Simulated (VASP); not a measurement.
Output of a VASP run:

OSZICAR:
```
       N       E                     dE             d eps       ncg     rms          rms(c)
DAV:   1    -0.766314025434E+01   -0.76631E+01   -0.14970E-01   396   0.443E+00    0.116E+00
DAV:   2    -0.766572161020E+01   -0.25814E-02   -0.70570E-03   476   0.682E-01    0.707E-01
DAV:   3    -0.766547266043E+01    0.24895E-03   -0.63394E-04   528   0.232E-01    0.403E-01
DAV:   4    -0.766538477632E+01    0.87884E-04   -0.14976E-04   472   0.110E-01    0.227E-01
DAV:   5    -0.766536779632E+01    0.16980E-04   -0.43604E-05   532   0.539E-02    0.130E-01
DAV:   6    -0.766536370193E+01    0.40944E-05   -0.84751E-06   532   0.245E-02    0.758E-02
DAV:   7    -0.766536256731E+01    0.11346E-05   -0.23042E-06   472   0.145E-02    0.448E-02
DAV:   8    -0.766536244036E+01    0.12695E-06   -0.80308E-07   336   0.933E-03
   1 F= -.76653624E+01 E0= -.76653624E+01  d E =-.938312E-15
```

File OUTCAR:
```
------------------------ aborting loop because EDIFF is reached ----------------------------------------
  FORCE on cell =-STRESS in cart. coord.  units (eV):
  Direction    XX          YY          ZZ          XY          YZ          ZX
  --------------------------------------------------------------------------------------
  Total        0.3122845      0.3122845      0.3122845      0.0000000     -0.0000000      0.0000000
  in kB        7.0622979      7.0622979      7.0622979      0.0000000     -0.0000000      0.0000000
  external PRESSURE =       7.0622979 kB  Pullay stress =       0.0000000 kB
  volume of cell :       70.85
      direct lattice vectors                 reciprocal lattice vectors
     0.000000000  3.284190504  3.284190504    -0.152244518  0.152244518  0.152244518
     3.284190504  0.000000000  3.284190504     0.152244518 -0.152244518  0.152244518
     3.284190504  3.284190504  0.000000000     0.152244518  0.152244518 -0.152244518
  FREE ENERGIE OF THE ION-ELECTRON SYSTEM (eV)
  ---------------------------------------------------
  free  energy   TOTEN  =        -7.6653624404 eV

  energy  without entropy=       -7.6653624404  energy(sigma->0) =       -7.66536244

  exchange ACFDT corr.  =         0.00000000  see jH, gK, PRB 81, 115126
```
(Selected blocks of OUTCAR.)

**POSCAR**
```
KBr
1
    0.0000000000     3.2841905039     3.2841905039
    3.2841905039     0.0000000000     3.2841905039
    3.2841905039     3.2841905039     0.0000000000
K Br
1 1
Direct
  0.0000000000   0.0000000000   0.0000000000
  0.5000000000   0.5000000000   0.5000000000
```

### Question
Reconstruct the remaining input files.

### Answer
This is not unique; one that fits is the input of the run itself, PBE0 hybrid, plane waves, VASP's PBE PAW potentials (set 64).

### KPOINTS
```
Regular mesh
0
G
  6 6 6
0 0 0
```

### INCAR
```
SYSTEM=KBr
PREC=Accurate; ENCUT=520; LREAL=F
LASPH=T; ISYM=3
EDIFF=1E-6; NELM=60; ALGO=Normal
LMAXMIX=4
ISMEAR=0; SIGMA=0.05
GGA=PE; LHFCALC=T; AEXX=0.25
HFRCUT=-1; PRECFOCK=Fast
ISIF=2
LWAVE=F; LCHARG=F
```

POTCAR, in this order: K_sv Br (PBE.64 set). Program: vasp_std. Read from the step before: WAVECAR.

The compound is KBr in the rock salt structure. This cell is one point of a volume scan, at 0.94 of the reference volume. The cell's shape comes from a PBE relaxation.
